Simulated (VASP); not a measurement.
Level of theory: r2SCAN meta-GGA with spin-orbit coupling, VASP's PBE PAW potentials (set 64) (plane waves; VASP).

VASP ran on this input.

### KPOINTS
```
Automatic mesh
0
Gamma
14 14 7
0 0 0
```

### KPOINTS_OPT
```
k-points along high-symmetry lines
5
Line-mode
Reciprocal
  0.000000   0.000000   0.000000 ! GAMMA
 -0.000000   0.500000   0.000000 ! M

 -0.000000   0.500000   0.000000 ! M
 -0.333333   0.666667   0.000000 ! K

 -0.333333   0.666667   0.000000 ! K
  0.000000   0.000000   0.000000 ! GAMMA

  0.000000   0.000000   0.000000 ! GAMMA
  0.000000   0.000000   0.500000 ! A

  0.000000   0.000000   0.500000 ! A
 -0.000000   0.500000   0.500000 ! L

 -0.000000   0.500000   0.500000 ! L
 -0.333333   0.666667   0.500000 ! H

 -0.333333   0.666667   0.500000 ! H
  0.000000   0.000000   0.500000 ! A

 -0.000000   0.500000   0.500000 ! L
 -0.000000   0.500000   0.000000 ! M

 -0.333333   0.666667   0.500000 ! H
 -0.333333   0.666667   0.000000 ! K
```

### POSCAR
```
Zn
1
    1.3239444383    -2.2931394530    -0.0000000000
    1.3239444383     2.2931394530     0.0000000000
    0.0000000000    -0.0000000000     4.6581489617
Zn
2
Direct
  0.3333330000   0.6666670000   0.2500000000
  0.6666670000   0.3333330000   0.7500000000
```

**INCAR**
```
! general
SYSTEM      =  Zn
PREC        =  Accurate
ENCUT       =  400
LREAL       =  .FALSE.
LASPH       =  .TRUE.

! electronic loop
EDIFF       =  1E-6
NELM        =  100
ALGO        =  Normal
LMAXMIX     =  4
LMIXTAU     =  .TRUE.

! smearing
ISMEAR      =  0
SIGMA       =  0.05

! functional
METAGGA     =  R2SCAN
GGA_COMPAT  =  .FALSE.

! spin
MAGMOM      =  6*0
LSORBIT     =  .TRUE.

! output
LWAVE       =  .FALSE.
LCHARG      =  .FALSE.
```

POTCAR, in this order: Zn (PBE.64 set). Program: vasp_ncl.

What will the output report for the number of irreducible k-points (NKPTS), number of bands (NBANDS), largest plane-wave count, number of space-group operations, FFT grid (NGX, NGY, NGZ)?

```yaml
number of irreducible k-points (NKPTS): 96
number of bands (NBANDS): 32
largest_plane_wave_count: 1074
number_of_space_group_operations: 24
FFT grid (NGX, NGY, NGZ): 18 × 18 × 30
```

The compound is Zn in the hcp structure. It was relaxed first, which changed the volume by -7 %.
